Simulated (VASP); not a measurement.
Calculation: PBEsol GGA, VASP's PBE PAW potentials (set 64) (plane waves; VASP).

The input files of a VASP run:

### POSCAR
```
I
1
    0.0000000000     2.5149965750     2.5149965750
    2.5149965750    -0.0000000000     2.5149965750
    2.5149965750     2.5149965750    -0.0000000000
I
1
Direct
  0.0000000000   0.0000000000   0.0000000000
```

INCAR:
```
SYSTEM = I
PREC = Accurate; ENCUT = 400; LREAL = F
LASPH = T
EDIFF = 1E-6; NELM = 100; ALGO = Normal
LMAXMIX = 4
ISMEAR = 1; SIGMA = 0.1
GGA = PS
IBRION = 2; NSW = 60; ISIF = 3
EDIFFG = -0.01
LWAVE = F; LCHARG = F
```

File KPOINTS:
```
Automatic mesh
0
Gamma
11 11 11
0 0 0
```

POTCAR, in this order: I (PBE.64 set). Program: vasp_std.

Unless said otherwise, spin-orbit coupling is left out, though it shifts the bands of the heavy elements here.

Q: What does the run give for the energy per atom (σ→0), volume per atom, band gap (on the k-mesh)?

A: 
```yaml
energy per atom (σ→0): -1.385 eV/atom
band gap (on the k-mesh): none (metal, semimetal or under 0.01 eV)
volume_per_atom: 31.71 Å³/atom
```

OSZICAR:
```
...
DAV:   9    -0.138468552146E+01   -0.26491E-06   -0.18181E-06  1246   0.135E-02
   1 F= -.13846855E+01 E0= -.13849942E+01  d E =-.138469E+01
       N       E                     dE             d eps       ncg     rms          rms(c)
DAV:   1    -0.138499184514E+01   -0.30659E-03   -0.64960E-03   882   0.457E-01    0.830E-02
DAV:   2    -0.138478750437E+01    0.20434E-03   -0.27262E-04   945   0.116E-01    0.368E-02
DAV:   3    -0.138471528842E+01    0.72216E-04   -0.23670E-04   910   0.852E-02    0.526E-02
DAV:   4    -0.138471541085E+01   -0.12243E-06   -0.19214E-06  1057   0.134E-02
   2 F= -.13847154E+01 E0= -.13850121E+01  d E =-.298894E-04
```

The structure was generated: I was put into the fcc type (Fm-3m), which need not be its known phase. This run relaxes it. Symmetry was kept, so distortions that lower it aren't found. The start is the result of an earlier pass.
